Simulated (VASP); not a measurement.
All values below come from LDA (Ceperley-Alder, Perdew-Zunger), VASP's LDA PAW potentials (set 64) (plane waves; VASP).

VASP ran on this input.

**INCAR**
```
NSW=30
LREAL=.False.   # projection in real space or not
LASPH=.True.   # aspherical one-centre terms
SIGMA=0.05   # width (eV)
LWAVE=.False.
ISMEAR=0   # Gaussian
LCHARG=.False.
LMAXMIX=4
IBRION=2
ENCUT=520
ISIF=4
ALGO=Normal
SYSTEM=SnO2
PREC=Accurate
NELM=100   # most electronic steps
EDIFF=1E-7   # SCF stop (eV)
EDIFFG=-0.01   # ionic stop
```

**KPOINTS**
```
Regular mesh
0
G
  5 5 7
```

### POSCAR
```
SnO2
1
    4.8215889292     0.0000000000     0.0000000000
    0.0000000000     4.8215889292     0.0000000000
    0.0000000000     0.0000000000     3.2588472729
Sn O
2 4
Direct
  0.0000000000   0.0000000000   0.0000000000
  0.5000000000   0.5000000000   0.5000000000
  0.3059836945   0.3059836945   0.0000000000
  0.8059836945   0.1940163055   0.5000000000
  0.1940163055   0.8059836945   0.5000000000
  0.6940163055   0.6940163055   0.0000000000
```

POTCAR, in this order: Sn_d O (LDA.64 set). Program: vasp_std.

The resulting files:

**OSZICAR**
```
       N       E                     dE             d eps       ncg     rms          rms(c)
DAV:   1     0.645402989289E+03    0.64540E+03   -0.26400E+04  1582   0.258E+03
DAV:   2     0.507492225552E+02   -0.59465E+03   -0.57509E+03  1680   0.673E+02
DAV:   3    -0.431414582755E+02   -0.93891E+02   -0.92137E+02  1761   0.224E+02
DAV:   4    -0.479823189439E+02   -0.48409E+01   -0.48226E+01  1734   0.562E+01
DAV:   5    -0.481424166362E+02   -0.16010E+00   -0.16005E+00  1881   0.104E+01    0.152E+01
DAV:   6    -0.422178792884E+02    0.59245E+01   -0.24583E+01  2387   0.731E+01    0.578E+00
DAV:   7    -0.422289355053E+02   -0.11056E-01   -0.20397E+00  1607   0.869E+00    0.318E+00
DAV:   8    -0.421530593082E+02    0.75876E-01   -0.37735E-01  2260   0.513E+00    0.831E-01
DAV:   9    -0.421334880865E+02    0.19571E-01   -0.94014E-02  2151   0.378E+00    0.135E-01
DAV:  10    -0.421337831329E+02   -0.29505E-03   -0.66770E-03  2255   0.801E-01    0.711E-02
DAV:  11    -0.421337281874E+02    0.54945E-04   -0.65283E-04  2341   0.307E-01    0.274E-02
DAV:  12    -0.421337308530E+02   -0.26656E-05   -0.42585E-05  1763   0.498E-02    0.206E-02
DAV:  13    -0.421337274190E+02    0.34340E-05   -0.19238E-05  2448   0.442E-02    0.103E-03
DAV:  14    -0.421337275275E+02   -0.10846E-06   -0.11749E-06  1819   0.848E-03    0.505E-04
DAV:  15    -0.421337275294E+02   -0.18845E-08   -0.28235E-08  1094   0.216E-03
   1 F= -.42133728E+02 E0= -.42133728E+02  d E =-.421337E+02
       N       E                     dE             d eps       ncg     rms          rms(c)
DAV:   1    -0.421612073172E+02   -0.27480E-01   -0.34840E+00  1520   0.131E+01    0.997E-01
DAV:   2    -0.421550237959E+02    0.61835E-02   -0.16280E-01  1913   0.359E+00    0.571E-01
DAV:   3    -0.421439746208E+02    0.11049E-01   -0.12603E-02  2091   0.140E+00    0.143E-01
DAV:   4    -0.421438707674E+02    0.10385E-03   -0.46577E-03  1906   0.506E-01    0.431E-02
DAV:   5    -0.421438504754E+02    0.20292E-04   -0.42233E-04  1706   0.193E-01    0.160E-02
DAV:   6    -0.421438476988E+02    0.27766E-05   -0.38605E-05  2118   0.654E-02    0.612E-03
DAV:   7    -0.421438479509E+02   -0.25206E-06   -0.43253E-06  2251   0.201E-02    0.378E-03
DAV:   8    -0.421438477682E+02    0.18268E-06   -0.12608E-06  1962   0.120E-02    0.571E-04
DAV:   9    -0.421438477703E+02   -0.21364E-08   -0.65263E-08  1059   0.210E-03
   2 F= -.42143848E+02 E0= -.42143848E+02  d E =-.101202E-01
       N       E                     dE             d eps       ncg     rms          rms(c)
DAV:   1    -0.421445868173E+02   -0.73905E-03   -0.10001E-01  1574   0.221E+00    0.170E-01
DAV:   2    -0.421443915192E+02    0.19530E-03   -0.45884E-03  1888   0.612E-01    0.968E-02
DAV:   3    -0.421440742933E+02    0.31723E-03   -0.36890E-04  2140   0.244E-01    0.246E-02
DAV:   4    -0.421440712069E+02    0.30864E-05   -0.13742E-04  1960   0.846E-02    0.736E-03
DAV:   5    -0.421440706644E+02    0.54248E-06   -0.12732E-05  1728   0.351E-02    0.281E-03
DAV:   6    -0.421440705654E+02    0.98963E-07   -0.12786E-06  2116   0.143E-02    0.111E-03
DAV:   7    -0.421440705611E+02    0.43901E-08   -0.10106E-07  1121   0.333E-03
   3 F= -.42144071E+02 E0= -.42144071E+02  d E =-.103430E-01
       N       E                     dE             d eps       ncg     rms          rms(c)
DAV:   1    -0.421443533932E+02   -0.28283E-03   -0.34438E-02  1502   0.130E+00    0.949E-02
DAV:   2    -0.421442643789E+02    0.89014E-04   -0.71822E-04  2121   0.274E-01    0.560E-02
DAV:   3    -0.421441900905E+02    0.74288E-04   -0.63620E-05  2274   0.107E-01    0.838E-03
DAV:   4    -0.421441901990E+02   -0.10848E-06   -0.17106E-05  1996   0.301E-02    0.299E-03
DAV:   5    -0.421441901992E+02   -0.17371E-09   -0.58131E-07  1626   0.772E-03
   4 F= -.42144190E+02 E0= -.42144190E+02  d E =-.119638E-03
```

OUTCAR:
```
------------------------ aborting loop because EDIFF is reached ----------------------------------------
  FORCE on cell =-STRESS in cart. coord.  units (eV):
  Direction    XX          YY          ZZ          XY          YZ          ZX
  --------------------------------------------------------------------------------------
  Total       -4.7613835     -4.7613835     -4.7858525     -0.0000000      0.0000000      0.0000000
  in kB     -100.6930212   -100.6930212   -101.2104884     -0.0000000      0.0000000      0.0000000
  external PRESSURE =    -100.8655103 kB  Pullay stress =       0.0000000 kB
  volume of cell :       75.76
      direct lattice vectors                 reciprocal lattice vectors
     4.844897478 -0.000000000  0.000000000     0.206402716  0.000000000  0.000000000
    -0.000000000  4.844897478  0.000000000     0.000000000  0.206402716  0.000000000
     0.000000000  0.000000000  3.227566412     0.000000000  0.000000000  0.309830960
 POSITION                                       TOTAL-FORCE (eV/Angst)
 -----------------------------------------------------------------------------------
      0.00000      0.00000      0.00000        -0.000000      0.000000      0.000000
      2.42245      2.42245      1.61378         0.000000      0.000000      0.000000
      1.48918      1.48918      0.00000        -0.003083     -0.003083     -0.000000
      3.91162      0.93327      1.61378        -0.003083      0.003083      0.000000
      0.93327      3.91162      1.61378         0.003083     -0.003083      0.000000
      3.35572      3.35572      3.22757         0.003083      0.003083      0.000000
 -----------------------------------------------------------------------------------
    total drift:                                0.000000     -0.000000      0.000000
  FREE ENERGIE OF THE ION-ELECTRON SYSTEM (eV)
  ---------------------------------------------------
  free  energy   TOTEN  =       -42.1441901992 eV

  energy  without entropy=      -42.1441901992  energy(sigma->0) =      -42.14419020

 reached required accuracy - stopping structural energy minimisation
```
(Selected blocks of OUTCAR.)

File CONTCAR:
```
SnO2
   1.00000000000000
     4.8448974777637179   -0.0000000000000000    0.0000000000000000
    -0.0000000000000000    4.8448974777637179    0.0000000000000000
     0.0000000000000000    0.0000000000000000    3.2275664117959351
  Sn              O
     2     4
Direct
     0.0000000000000000    0.0000000000000000    0.0000000000000000
     0.5000000000000000    0.5000000000000000    0.5000000000000000
     0.3073699661735471    0.3073699661735471    0.0000000000000000
     0.8073699661735472    0.1926300338264529    0.5000000000000000
     0.1926300338264529    0.8073699661735472    0.5000000000000000
     0.6926300338264528    0.6926300338264528    1.0000000000000000
```

The compound is SnO2 in the rutile structure. This cell is one point of a volume scan, at 1.06 of the reference volume. Symmetry was kept, so distortions that lower it aren't found.
